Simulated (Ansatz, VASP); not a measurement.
# BPd3C: VASP beside Ansatz, part 2 of 2

Wanted: the spread between two codes on one cell, functional and k mesh. The cell is generated by rule, not measured, and may not be a known phase. The cell is taken from a series of runs on this material, whose earlier steps may have relaxed, scaled, displaced or heated it; both programs get it as it stands.

VASP 6.6.1 and Ansatz 0.2.0.

So far: Set-up; VASP: zone-centre phonons, PBEsol.

### 2. VASP: zone-centre phonons, PBEsol (continued)

Level of this step: PBEsol; plane waves and PAW (B, Pd, C); invented cell (VASP).

Numbers of over 12 decimals in the logs are rounded to 6 here.

OUTCAR, selected parts (step 2):

```text
ion  position               nearest neighbor table
   1  0.000  0.000  0.000-
   2  0.000  0.500  0.500-   5 2.00   5 2.00   3 2.83   4 2.83   3 2.83   3 2.83   4 2.83   4 2.83
                             4 2.83   3 2.83
   3  0.500  0.000  0.500-   5 2.00   5 2.00   2 2.83   4 2.83   2 2.83   4 2.83   4 2.83   4 2.83
                             2 2.83   2 2.83
   4  0.500  0.500  0.000-   5 2.00   5 2.00   2 2.83   2 2.83   3 2.83   3 2.83   3 2.83   3 2.83
                             2 2.83   2 2.83
   5  0.500  0.500  0.500-   2 2.00   3 2.00   4 2.00   4 2.00   3 2.00   2 2.00

  LATTYP: Found a simple cubic cell.
 ALAT       =     4.0038716247

 Subroutine GETGRP returns: Found 48 space group operations
 (whereof 48 operations were pure point group operations)

The static configuration has the point symmetry O_h .

 Found     35 irreducible k-points:

   k-points           NKPTS =     35   k-points in BZ     NKDIM =     35   number of bands    NBANDS=     24

   dimension x,y,z NGX =    32 NGY =   32 NGZ =   32
   dimension x,y,z NGXF=    64 NGYF=   64 NGZF=   64

   ENCUT  =  600.0 eV  44.10 Ry    6.64 a.u.   8.00  8.00  8.00*2*pi/ulx,y,z

   NELECT =      37.0000    total number of electrons

 k-points in reciprocal lattice and weights: Automatic mesh
   0.00000000  0.00000000  0.00000000       0.002
   0.12500000  0.00000000  0.00000000       0.012
   0.25000000  0.00000000  0.00000000       0.012
   0.37500000  0.00000000  0.00000000       0.012
   0.50000000  0.00000000  0.00000000       0.006
   0.12500000  0.12500000  0.00000000       0.023
   0.25000000  0.12500000  0.00000000       0.047
   0.37500000  0.12500000  0.00000000       0.047
   0.50000000  0.12500000  0.00000000       0.023
[...]
0.50000000  0.50000000  0.37500000       0.012
   0.50000000  0.50000000  0.50000000       0.002

 average (electrostatic) potential at core
       1 -26.3776       2 -72.4243       3 -72.4243       4 -72.4243       5 -47.6630

  Total        0.0048669      0.0048669      0.0048669      0.0000000      0.0000000      0.0000000
  in kB        0.1214849      0.1214849      0.1214849      0.0000000      0.0000000      0.0000000
[...]
POSITION                                       TOTAL-FORCE (eV/Angst)
 -----------------------------------------------------------------------------------
      0.00000      0.00000      0.00000         0.000000      0.000000      0.000000
      0.00000      2.00194      2.00194         0.000000      0.000000      0.000000
      2.00194      0.00000      2.00194         0.000000      0.000000      0.000000
      2.00194      2.00194      0.00000         0.000000      0.000000      0.000000
      2.00194      2.00194      2.00194         0.000000      0.000000      0.000000
 -----------------------------------------------------------------------------------
    total drift:                                0.000000     -0.000000     -0.000000

 Eigenvectors and eigenvalues of the dynamical matrix
 ----------------------------------------------------

   1 f  =   14.006523 THz    88.005582 2PiTHz  467.207329 cm-1    57.926300 meV
             X         Y         Z           dx          dy          dz
      0.000000  0.000000  0.000000    -0.012888   -0.060101   -0.000000
      0.000000  2.001936  2.001936    -0.100280    0.101627    0.000000
      2.001936  0.000000  2.001936     0.021793   -0.467623   -0.000000
      2.001936  2.001936  0.000000     0.021793    0.101627   -0.000000
      2.001936  2.001936  2.001936     0.181089    0.844450   -0.000000

   2 f  =   14.006523 THz    88.005582 2PiTHz  467.207329 cm-1    57.926300 meV
             X         Y         Z           dx          dy          dz
      0.000000  0.000000  0.000000     0.060101   -0.012888   -0.000000
      0.000000  2.001936  2.001936     0.467623    0.021793    0.000000
      2.001936  0.000000  2.001936    -0.101627   -0.100280   -0.000000
      2.001936  2.001936  0.000000    -0.101627    0.021793   -0.000000
      2.001936  2.001936  2.001936    -0.844450    0.181089    0.000000

   3 f  =   14.006523 THz    88.005582 2PiTHz  467.207329 cm-1    57.926300 meV
             X         Y         Z           dx          dy          dz
      0.000000  0.000000  0.000000    -0.000000    0.000000   -0.061467
      0.000000  2.001936  2.001936    -0.000000   -0.000000    0.103938
      2.001936  0.000000  2.001936     0.000000    0.000000    0.103938
      2.001936  2.001936  0.000000     0.000000   -0.000000   -0.478255
      2.001936  2.001936  2.001936     0.000000   -0.000000    0.863648

   4 f  =    1.921396 THz    12.072488 2PiTHz   64.090878 cm-1     7.946253 meV
             X         Y         Z           dx          dy          dz
      0.000000  0.000000  0.000000     0.007271    0.341967    0.002718
      0.000000  2.001936  2.001936    -0.014253    0.351480    0.002793
      2.001936  0.000000  2.001936     0.007474   -0.670310    0.002793
      2.001936  2.001936  0.000000     0.007474    0.351480   -0.005327
      2.001936  2.001936  2.001936    -0.009174   -0.431452   -0.003429

   5 f  =    1.921396 THz    12.072488 2PiTHz   64.090878 cm-1     7.946253 meV
             X         Y         Z           dx          dy          dz
      0.000000  0.000000  0.000000    -0.057611   -0.001454    0.337166
      0.000000  2.001936  2.001936     0.112926   -0.001495    0.346545
      2.001936  0.000000  2.001936    -0.059213    0.002851    0.346545
      2.001936  2.001936  0.000000    -0.059213   -0.001495   -0.660899
      2.001936  2.001936  2.001936     0.072686    0.001835   -0.425394

   6 f  =    1.921396 THz    12.072488 2PiTHz   64.090878 cm-1     7.946253 meV
             X         Y         Z           dx          dy          dz
      0.000000  0.000000  0.000000    -0.337091    0.007625   -0.057565
      0.000000  2.001936  2.001936     0.660751    0.007837   -0.059166
      2.001936  0.000000  2.001936    -0.346467   -0.014946   -0.059166
      2.001936  2.001936  0.000000    -0.346467    0.007837    0.112836
      2.001936  2.001936  2.001936     0.425299   -0.009620    0.072628

   7 f/i=    0.003438 THz     0.021601 2PiTHz    0.114677 cm-1     0.014218 meV
             X         Y         Z           dx          dy          dz
      0.000000  0.000000  0.000000     0.002537   -0.012953   -0.178088
      0.000000  2.001936  2.001936     0.007907   -0.040501   -0.556828
      2.001936  0.000000  2.001936     0.007932   -0.040373   -0.556828
      2.001936  2.001936  0.000000     0.007932   -0.040501   -0.555068
      2.001936  2.001936  2.001936     0.002650   -0.013531   -0.186024

   8 f/i=    0.003438 THz     0.021601 2PiTHz    0.114677 cm-1     0.014218 meV
             X         Y         Z           dx          dy          dz
      0.000000  0.000000  0.000000    -0.154813   -0.088908    0.004261
      0.000000  2.001936  2.001936    -0.482522   -0.277987    0.013324
      2.001936  0.000000  2.001936    -0.484053   -0.277108    0.013324
      2.001936  2.001936  0.000000    -0.484053   -0.277987    0.013282
      2.001936  2.001936  2.001936    -0.161711   -0.092869    0.004451

   9 f/i=    0.003438 THz     0.021601 2PiTHz    0.114677 cm-1     0.014218 meV
             X         Y         Z           dx          dy          dz
      0.000000  0.000000  0.000000     0.088973   -0.154329    0.012493
      0.000000  2.001936  2.001936     0.277313   -0.482539    0.039061
      2.001936  0.000000  2.001936     0.278193   -0.481014    0.039061
      2.001936  2.001936  0.000000     0.278193   -0.482539    0.038937
      2.001936  2.001936  2.001936     0.092938   -0.161206    0.013049

  10 f/i=    2.949370 THz    18.531441 2PiTHz   98.380408 cm-1    12.197611 meV
             X         Y         Z           dx          dy          dz
      0.000000  0.000000  0.000000     0.000000   -0.000000   -0.000000
      0.000000  2.001936  2.001936     0.000000    0.596222    0.023556
      2.001936  0.000000  2.001936    -0.379426    0.000000   -0.023556
      2.001936  2.001936  0.000000     0.379426   -0.596222   -0.000000
      2.001936  2.001936  2.001936    -0.000000    0.000000   -0.000000

  11 f/i=    2.949370 THz    18.531441 2PiTHz   98.380408 cm-1    12.197611 meV
             X         Y         Z           dx          dy          dz
      0.000000  0.000000  0.000000     0.000000   -0.000000    0.000000
      0.000000  2.001936  2.001936     0.000000   -0.232815   -0.535292
      2.001936  0.000000  2.001936    -0.399073    0.000000    0.535292
      2.001936  2.001936  0.000000     0.399073    0.232815    0.000000
      2.001936  2.001936  2.001936    -0.000000    0.000000    0.000000

  12 f/i=    2.949370 THz    18.531441 2PiTHz   98.380408 cm-1    12.197611 meV
             X         Y         Z           dx          dy          dz
      0.000000  0.000000  0.000000     0.000000    0.000000   -0.000000
      0.000000  2.001936  2.001936    -0.000000   -0.300526    0.461419
      2.001936  0.000000  2.001936    -0.443595    0.000000   -0.461419
      2.001936  2.001936  0.000000     0.443595    0.300526   -0.000000
      2.001936  2.001936  2.001936    -0.000000    0.000000   -0.000000

  13 f/i=    8.865496 THz    55.703554 2PiTHz  295.721115 cm-1    36.664729 meV
             X         Y         Z           dx          dy          dz
      0.000000  0.000000  0.000000     0.098908    0.915176   -0.000118
      0.000000  2.001936  2.001936     0.011737   -0.230678    0.000030
      2.001936  0.000000  2.001936    -0.024931    0.108602    0.000030
      2.001936  2.001936  0.000000    -0.024931   -0.230678   -0.000014
      2.001936  2.001936  2.001936     0.019540    0.180797   -0.000023

  14 f/i=    8.865496 THz    55.703554 2PiTHz  295.721115 cm-1    36.664729 meV
             X         Y         Z           dx          dy          dz
      0.000000  0.000000  0.000000     0.017013   -0.001720    0.920347
      0.000000  2.001936  2.001936     0.002019    0.000434   -0.231982
      2.001936  0.000000  2.001936    -0.004288   -0.000204   -0.231982
      2.001936  2.001936  0.000000    -0.004288    0.000434    0.109216
      2.001936  2.001936  2.001936     0.003361   -0.000340    0.181819

  15 f/i=    8.865496 THz    55.703554 2PiTHz  295.721115 cm-1    36.664729 meV
             X         Y         Z           dx          dy          dz
      0.000000  0.000000  0.000000    -0.915018    0.098893    0.017099
      0.000000  2.001936  2.001936    -0.108584   -0.024927   -0.004310
      2.001936  0.000000  2.001936     0.230639    0.011736   -0.004310
      2.001936  2.001936  0.000000     0.230639   -0.024927    0.002029
      2.001936  2.001936  2.001936    -0.180766    0.019537    0.003378

 ELASTIC MODULI CONTR FROM IONIC RELAXATION (kBar)
 Direction    XX          YY          ZZ          XY          YZ          ZX
 --------------------------------------------------------------------------------
 XX           0.0000      0.0000      0.0000      0.0000      0.0000      0.0000
 YY           0.0000      0.0000      0.0000      0.0000      0.0000      0.0000
 ZZ           0.0000      0.0000      0.0000      0.0000      0.0000      0.0000
 XY           0.0000      0.0000      0.0000      0.0000      0.0000      0.0000
 YZ           0.0000      0.0000      0.0000      0.0000      0.0000      0.0000
 ZX           0.0000      0.0000      0.0000      0.0000      0.0000      0.0000
 --------------------------------------------------------------------------------
```

### 3. Ansatz: zone-centre phonons, PBEsol

Ansatz runs on its default PAW (the set named soft_2) files.

The same cell, functional, mesh and smearing now go to Ansatz, which takes its cutoff from its data sets.

Input file input.yaml:

```yaml
crystal:
  lattice:
    - [4.0038716247, 0.0, 0.0]
    - [0.0, 4.0038716247, 0.0]
    - [0.0, 0.0, 4.0038716247]
  atoms:
    - { symbol: B, position: [0.0, 0.0, 0.0] }
    - { symbol: Pd, position: [0.0, 0.5, 0.5] }
    - { symbol: Pd, position: [0.5, 0.0, 0.5] }
    - { symbol: Pd, position: [0.5, 0.5, 0.0] }
    - { symbol: C, position: [0.5, 0.5, 0.5] }
kpoints:
  mp_grid: { grid: [8, 8, 8] }
hamiltonian:
  xc: pbesol
scf:
  occupations: { method: methfessel_paxton, width: 0.15 }
output:
  eigenvalues: true
phonons:
  method: dfpt
```

Launch:

```bash
> ansatz run input.yaml --threads 8 --pin off --max-ram 14336MiB --backend cpu --events-out ev --progress --plain --runs-dir out
```

The log of the run:

```text
zone centre: on kpoints.mp_grid the ground state, and the responses unless they are solved on pairs of k-points, stand on 125 of the mesh's 512 k-points, reduced under 8 symmetry operations, with k and −k counted as one. Each operation leaves every solved displacement unchanged or reverses it
Engine: ansatz 0.2.0, aarch64-unknown-linux-gnu
Pseudopotentials: kind: paw
Pseudopotential: B, paw, valence charge 3, recommended cutoff 420 eV (normal), B.paw.azcp
Pseudopotential: Pd, paw, valence charge 18, recommended cutoff 420 eV (normal), Pd.paw.azcp
Pseudopotential: C, paw, valence charge 4, recommended cutoff 420 eV (normal), C.paw.azcp
Functional definition: PBEsol
  exchange = pbesol_x
  correlation = pbesol_c
Crystal: 5 atoms, lattice volume = 64.186 Å³
Basis set: ecut = 420 eV, 1237 PW (Γ), exchange–correlation on 54×54×54 points (8 copies of the dense FFT grid, shifted against one another)
Bands: 37, of which v1, the nominal top of the filled ones, is band 31 counted from 1 (30 counted from 0)
Symmetry: 48 space group operations
k-points: 125 of 512 (irreducible under 8 space group operations)
Non-local potential: B, projectors of the file, l = 0: 2, l = 1: 2, l = 2: 1
Non-local potential: Pd, projectors of the file, l = 0: 2, l = 1: 2, l = 2: 2, l = 3: 1
Non-local potential: C, projectors of the file, l = 0: 2, l = 1: 2, l = 2: 1
PAW form: soft (Blöchl's): semilocal exchange-correlation on the pseudo side does not see the compensation charge
PAW frozen core: B, regenerated for the run's functional, and the local potential with it (the file was generated under x = pbe(κ = 0.804, μ = 0.219515), c = pbe(β = 0.066725))
PAW frozen core: Pd, regenerated for the run's functional, and the local potential with it (the file was generated under x = pbe(κ = 0.804, μ = 0.219515), c = pbe(β = 0.066725))
PAW frozen core: C, regenerated for the run's functional, and the local potential with it (the file was generated under x = pbe(κ = 0.804, μ = 0.219515), c = pbe(β = 0.066725))
PAW one-centre angular grid: B, 110 points (default); XC on 64 Gauss nodes
PAW one-centre angular grid: Pd, 590 points (default); XC on 64 Gauss nodes
PAW one-centre angular grid: C, 110 points (default); XC on 64 Gauss nodes
Initial density: superposition of atomic densities (neutral atoms: chi_scale 0, normalization atom), corrected by the library's trained network
Initial wavefunctions: pseudopotential atomic-orbital guess
Functional: x = pbesol(κ = 0.804, μ = 0.123457), c = pbesol(β = 0.046)
SCF iter   1: F=—  HF=-21114.768585 eV  |F-HF|=—  |Δ(HF+E_count)|=         —  Δρ=1.22e-2  dr2=1.20e-1  ethr=1.77e-3  ⟨swp⟩=5.0  Hψ=17409  notcnv=0
preconditioner: auto → Kerker (q_TF=auto, 2.705 Å⁻¹)  [metal: Δε(μ)=0.052 eV  Ē_g=7.855 eV  σ=0.150 eV  W_gap=0.28  n_scr=18 (ndim 8)  ℏωp=28.2 eV  f_vac=0.000  D(μ)=3.15/eV (n_scr^D=26)]
SCF iter   2: F=—  HF=-21114.748700 eV  |F-HF|=—  |Δ(HF+E_count)|=   1.99e-2  S|Δr|=    0.00e0  Δρ=6.81e-3  dr2=4.10e-2  ethr=1.97e-4  ⟨swp⟩=1.0  Hψ=5625  notcnv=0
SCF iter   3: F=—  HF=-21114.738739 eV  |F-HF|=—  |Δ(HF+E_count)|=   9.96e-3  S|Δr|=    0.00e0  Δρ=7.68e-4  dr2=2.60e-4  ethr=6.72e-5  ⟨swp⟩=2.0  Hψ=6342  notcnv=0
SCF iter   4: F=—  HF=-21114.738693 eV  |F-HF|=—  |Δ(HF+E_count)|=   4.59e-5  S|Δr|=    0.00e0  Δρ=2.65e-4  dr2=5.04e-5  ethr=4.27e-7  ⟨swp⟩=2.1  Hψ=6934  notcnv=0
SCF iter   5: F=—  HF=-21114.738683 eV  |F-HF|=—  |Δ(HF+E_count)|=   1.02e-5  S|Δr|=    0.00e0  Δρ=5.62e-5  dr2=1.64e-6  ethr=8.27e-8  ⟨swp⟩=2.3  Hψ=6588  notcnv=0
SCF iter   6: F=—  HF=-21114.738690 eV  |F-HF|=—  |Δ(HF+E_count)|=   6.96e-6  S|Δr|=    0.00e0  Δρ=1.49e-5  dr2=2.10e-7  ethr=2.69e-9  ⟨swp⟩=2.0  Hψ=5631  notcnv=0  defer=3
SCF iter   7: F=—  HF=-21114.738690 eV  |F-HF|=—  |Δ(HF+E_count)|=   2.01e-8  S|Δr|=    0.00e0  Δρ=3.29e-6  dr2=6.16e-9  ethr=3.44e-10  ⟨swp⟩=1.8  Hψ=5574  notcnv=0  defer=3
SCF iter   8: F=—  HF=-21114.738690 eV  |F-HF|=—  |Δ(HF+E_count)|=  2.91e-10  S|Δr|=    0.00e0  Δρ=5.56e-7  dr2=1.34e-10  ethr=1.01e-11  ⟨swp⟩=1.6  Hψ=5226  notcnv=0  defer=3
SCF iter   9: F=-21114.738690 eV  HF=-21114.738690 eV  |F-HF|=7.28e-12  |Δ(HF+E_count)|=  1.09e-11  S|Δr|=    0.00e0  Δρ=1.05e-7  dr2=7.45e-12  ethr=1.00e-12  ⟨swp⟩=9.2  Hψ=21505  notcnv=0
SCF 1 converged in 9 iterations: F = -21114.738690 eV  dr2 = 7.45e-12
  greatest PAW one-centre occupation: 0.999 electrons in one spin orbital (limit 2), on the Pd atom at site 1 (counted from 0), in its partial waves of l = 0
DFPT response loops at Γ: preconditioner auto → Kerker (q_TF=auto, 2.705 Å⁻¹) (partly filled bands, converged f_vac=0.000); β = 1.00, the filter's whole step (`scf.mixing.beta` (0.50) is not read by the response loops under this deck's `scf.mixing.preconditioner`; to damp them name `kerker` or `kerker_dos`, under which they read `scf.mixing.beta`, and type it under 1.00, their step now; both keys bind the ground state too); Broyden in place of MSR1
SCF converged after 9 iterations
Stability not checked: this state was not tested for a lower state beside it, because cold or Methfessel-Paxton smearing, or corrected tetrahedra, fill the levels in a way that the test cannot read (fill_not_monotonic; see scf.lower_state_search)
Free energy (F): -21114.738690 eV
Harris-Foulkes:  -21114.738690 eV  (|F-HF|=7.28e-12)
Internal energy: -21114.742141 eV  (E = F + TS)
E sigma→0 (E₀):  -21114.739553 eV
Entropy (-TS):   0.003451 eV (0.690 meV/atom)
Fermi energy:    16.123938 eV
--- Per-component energies (eV) ---
  E_band       = -595.536760
  E_kinetic    = 1664.957785
  E_local      = -6972.479140  (includes V_loc(G=0)·N_el)
  E_nonlocal   = 699.129394
  E_hartree    = 2867.990002
  E_xc         = -578.723481
  E_vxc        = -725.825512  (∫ρ·V_xc dr)
  E_paw        = -11224.935389  (= ΣΔE_a)
  E_vpaw       = -997.300173  (= ΣTr[D̂ρ^β])
  E_aug_tail   = 0.000637  (compensation charges beyond the density's cutoff)
  E_ewald      = -7571.625333
  E_core_change = 0.943384  (= ΣΔE_core)
  E_smearing   = 0.003451  (= −TS)
  E_closure    = -0.000000  (closes the sum)
  Σ components = -21114.738690   (vs F -21114.738690, Δ=0.00e0)
--- Band table (eV; the first three rows and the last of 125) ---
  k-point 0: bands = [... 27 lower, 15.0689, 15.0689, 15.0689, 15.2073, 16.8770, 16.8770, 16.8770, 17.0067, ... 2 higher]
  k-point 1: bands = [... 27 lower, 15.0691, 15.1081, 15.2592, 15.2592, 16.4705, 17.0806, 17.0806, 17.7518, ... 2 higher]
  k-point 2: bands = [... 27 lower, 14.8288, 15.0696, 15.7065, 15.7065, 16.6550, 17.5778, 17.5778, 18.3793, ... 2 higher]
  k-point 124: bands = [... 27 lower, 14.1610, 14.9808, 14.9808, 14.9808, 15.5653, 18.4970, 18.4970, 18.4970, ... 2 higher]
--- Phonons (Γ-DFPT): 4 representative perturbations + reference, on 125 of 512 k-points (Σ response iterations 13) ---
  k mesh reduced under 8 symmetry operations, with k and −k counted as one. Each operation leaves every solved displacement unchanged or reverses it
  ASR residual: 8.697e-5 → 0.000e0 eV/Å²; symmetrization residual: 4.546e-6 eV/Å²
  ASR residual per site (eV/Å²): 2.34e-5 8.70e-5 8.70e-5 8.70e-5 3.53e-5
  Γ frequencies (cm⁻¹): -294.90 -294.90 -294.90 -98.08 -98.08 -98.08 0.00 0.00 0.00 57.09 57.09 57.09 453.38 453.38 453.38
  non-analytic LO–TO correction: not included (Born effective charges unavailable; polar crystals: no LO–TO splitting at Γ)
```

### 4. Side by side

Known differences besides the potentials themselves: the data sets hold 61 valence electrons in Ansatz (on its default PAW (the set named soft_2) files) and 37 in VASP; the cutoff is 420 eV in Ansatz and 600 eV in VASP; Ansatz makes its cores anew for this functional, VASP keeps those of its PBE data sets. Total energies have different zeros and are not compared.

Compared:

```csv
quantity,Ansatz,VASP,difference
"optical mode 1 to 3 (imaginary, printed as negative) (cm⁻¹)",-294.9,-295.7,+0.8
"optical mode 4 to 6 (imaginary, printed as negative) (cm⁻¹)",-98.1,-98.4,+0.3
optical mode 7 to 9 (cm⁻¹),57.1,64.1,-10.92 %
optical mode 10 to 12 (cm⁻¹),453.4,467.2,-2.96 %
```

Modes are paired by rising frequency, not by their patterns, so a pair may set unlike modes beside each other; they are those without the splitting of longitudinal modes.

### 5. Summary of results

| Quantity | Value |
| --- | --- |
| r.m.s. difference of the optical zone-centre modes, each program's sorted by frequency (zone-centre phonons, PBEsol) | 7.8 cm⁻¹ |
| difference in optical mode 7 to 9 (zone-centre phonons, PBEsol) | -10.9 % |

What this shows: The r.m.s. difference of the optical zone-centre modes, each program's sorted by frequency is 7.8 cm⁻¹ (zone-centre phonons, PBEsol). The data sets hold unlike numbers of valence electrons (61 in Ansatz and 37 in VASP), so part of the differences comes from the potentials. Among the rows given in per cent, the largest difference of the zone-centre phonons, PBEsol pair is in optical mode 7 to 9, -10.9 %. How closely two codes agree says nothing of how well the functional describes the real material.

[Lines on the potential files, build, host, timing and source positions are cut from VASP's logs without a mark.]

[Logs are printed without paths, hosts, clocks, repeated set-up lines and the standing remarks that a program may print on its own settings, such as how far it seeks lower states.]

[Hosts, paths, dates, database ids (printed as entryN), source tags and the programs' standing remarks are cut or masked in the printed files.]
